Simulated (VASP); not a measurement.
These are PBE GGA, VASP's PBE PAW potentials (set 64) (plane waves; VASP) values and carry that method's errors.

A VASP calculation is set up with these files.

INCAR:
```
ALGO  =  Fast
EDIFF  =  1E-5
EDIFFG  =  -0.03
ENCUT  =  400
GGA  =  PE
IBRION  =  2
ISIF  =  2
ISMEAR  =  0
ISYM  =  0
LASPH  =  .TRUE.
LCHARG  =  .FALSE.
LMAXMIX  =  4
LREAL  =  Auto
LWAVE  =  .FALSE.
NELM  =  100
NELMIN  =  4
NSW  =  60
PREC  =  Normal
SIGMA  =  0.05
SYSTEM  =  Pb27S26
```

File KPOINTS:
```
Automatic mesh
0
Gamma
1 1 1
0 0 0
```

**POSCAR**
```
Pb27S26
1
    6.3567971500     3.6700990914    10.3760499745
   -6.3567971500     3.6700990914    10.3760499745
   -0.0000000000    -7.3401981828    10.3760499745
Pb S
27 26
Direct
  0.3268570000   0.3268570000   0.3268570000
  0.3282980000   0.3231310000   0.6622650000
  0.3268570000   0.3268570000   0.9935230000
  0.3270370000   0.6618340000   0.3256870000
  0.3223190000   0.6615190000   0.6628310000
  0.3268570000   0.6601900000   0.9935230000
  0.3268570000   0.9935230000   0.3268570000
  0.3268570000   0.9935230000   0.6601900000
  0.3268570000   0.9935230000   0.9935230000
  0.6624680000   0.3235500000   0.3236410000
  0.6622790000   0.3219860000   0.6652090000
  0.6601900000   0.3268570000   0.9935230000
  0.6624750000   0.6591940000   0.3268640000
  0.6601900000   0.6601900000   0.6601900000
  0.6601900000   0.6601900000   0.9935230000
  0.6601900000   0.9935230000   0.3268570000
  0.6601900000   0.9935230000   0.6601900000
  0.6601900000   0.9935230000   0.9935230000
  0.9935230000   0.3268570000   0.3268570000
  0.9935230000   0.3268570000   0.6601900000
  0.9935230000   0.3268570000   0.9935230000
  0.9935230000   0.6601900000   0.3268570000
  0.9935230000   0.6601900000   0.6601900000
  0.9935230000   0.6601900000   0.9935230000
  0.9935230000   0.9935230000   0.3268570000
  0.9935230000   0.9935230000   0.6601900000
  0.9935230000   0.9935230000   0.9935230000
  0.1583460000   0.1583460000   0.1583460000
  0.1583460000   0.1583460000   0.4916790000
  0.1583460000   0.1583460000   0.8250120000
  0.1583460000   0.4916790000   0.1583460000
  0.1583460000   0.4916790000   0.4916790000
  0.1583460000   0.4916790000   0.8250120000
  0.1583460000   0.8250120000   0.1583460000
  0.1583460000   0.8250120000   0.4916790000
  0.1583460000   0.8250120000   0.8250120000
  0.4916790000   0.1583460000   0.1583460000
  0.4916790000   0.1583460000   0.4916790000
  0.4916790000   0.1583460000   0.8250120000
  0.4916790000   0.4916790000   0.1583460000
  0.4916790000   0.4916790000   0.8250120000
  0.4916790000   0.8250120000   0.1583460000
  0.4916790000   0.8250120000   0.4916790000
  0.4916790000   0.8250120000   0.8250120000
  0.8250120000   0.1583460000   0.1583460000
  0.8250120000   0.1583460000   0.4916790000
  0.8250120000   0.1583460000   0.8250120000
  0.8250120000   0.4916790000   0.1583460000
  0.8250120000   0.4916790000   0.4916790000
  0.8250120000   0.4916790000   0.8250120000
  0.8250120000   0.8250120000   0.1583460000
  0.8250120000   0.8250120000   0.4916790000
  0.8250120000   0.8250120000   0.8250120000
```

POTCAR, in this order: Pb S (PBE.64 set). Program: vasp_gam.

The supercell is sampled at Γ alone, which is coarse: total energies, pressure and levels can be off, energies of defects by several tenths of an eV.

**Question.** What does the run give for the energy per atom (σ→0)?

**Answer.** 
* **energy per atom (σ→0)**: -4.409 eV/atom

File OSZICAR:
```
...
DAV:   1    -0.233691874073E+03    0.31911E-03   -0.16036E-01   368   0.729E-01    0.306E-01
RMM:   2    -0.233692854307E+03   -0.98023E-03   -0.11576E-02   320   0.240E-01    0.545E-02
RMM:   3    -0.233693154851E+03   -0.30054E-03   -0.29918E-03   383   0.109E-01    0.968E-02
RMM:   4    -0.233693139777E+03    0.15074E-04   -0.29632E-04   344   0.339E-02    0.631E-02
RMM:   5    -0.233693117359E+03    0.22417E-04   -0.21141E-04   321   0.245E-02    0.174E-02
RMM:   6    -0.233693128673E+03   -0.11314E-04   -0.72437E-05   276   0.159E-02    0.168E-02
RMM:   7    -0.233693120418E+03    0.82548E-05   -0.11891E-05   189   0.661E-03
  45 F= -.23369312E+03 E0= -.23369312E+03  d E =-.471348E-02
```

The cell is a supercell with a defect, built from a database entry that may be metastable or hypothetical: vac_S. The run is not spin-polarised, so no state with unpaired spins was tried.
